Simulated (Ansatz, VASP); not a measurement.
**Two plane-wave programs on KBeCl3**

File INCAR:

```
ALGO = Fast
EDIFF = 1E-7
EDIFFG = -0.01
ENCUT = 600
GGA = PE
IBRION = 2
ISIF = 3
ISMEAR = 0
LASPH = T
LCHARG = F
LREAL = F
LWAVE = F
NELM = 100
NSW = 100
PREC = Accurate
SIGMA = 0.1
```

KPOINTS

```
k-points
0
Gamma
  8 8 8
```

File POSCAR:

```
KBeCl3
1.0
    5.6736870639      0.0000000000      0.0000000000
    0.0000000000      5.6736870639      0.0000000000
    0.0000000000      0.0000000000      5.6736870639
K Be Cl
1 1 3
Direct
    0.0000000000      0.0000000000      0.0000000000
    0.5000000000      0.5000000000      0.5000000000
    0.5000000000      0.0000000000      0.0000000000
    0.0000000000      0.5000000000      0.0000000000
    0.0000000000      0.0000000000      0.5000000000
```

Input for Ansatz:

```yaml
crystal:
  lattice:
    - [5.6736870639, 0.0, 0.0]
    - [0.0, 5.6736870639, 0.0]
    - [0.0, 0.0, 5.6736870639]
  atoms:
    - { symbol: K, position: [0.0, 0.0, 0.0] }
    - { symbol: Be, position: [0.5, 0.5, 0.5] }
    - { symbol: Cl, position: [0.5, 0.0, 0.0] }
    - { symbol: Cl, position: [0.0, 0.5, 0.0] }
    - { symbol: Cl, position: [0.0, 0.0, 0.5] }
basis:
  ecutwfc: 420
kpoints:
  mp_grid: { grid: [8, 8, 8] }
hamiltonian:
  xc: pbe
scf:
  occupations: { method: gaussian, width: 0.1 }
output:
  forces: true
  stress: true
  eigenvalues: true
relax:
  adjacent_minimum: "off"
  f_tol: 0.01
  max_steps: 80
  cell: { stress_tol: 0.05 }
```

Change from the starting cell: species swapped into the Lu3PbC type (Pm-3m, No. 221).

Alike in both runs: task relaxation of cell and atoms; functional PBE; k mesh 8 × 8 × 8; occupations gaussian, width 0.1 eV; no spin polarisation.

```csv
,VASP,Ansatz
version,VASP 6.6.1,Ansatz 0.2.0
potentials or method,"VASP PAW PBE potentials, release 64 (K_sv, Be, Cl)","scalar-relativistic, plane waves, PAW"
plane-wave cutoff (eV),600,420
valence electrons in the cell,32,32
```

|  | VASP | Ansatz | Ansatz less VASP |
| --- | --- | --- | --- |
| gap on the k mesh at the Fermi level, each at its own relaxed structure (eV) | none | none | - |
| relaxed volume (Å³/atom) | 37.46 | 37.24 | -0.218 |
| relaxed cell length with the largest relative difference (Å) | 5.721 | 5.710 | -0.0111 |

A gap of «none» marks a metal or a gap that the smearing closes.
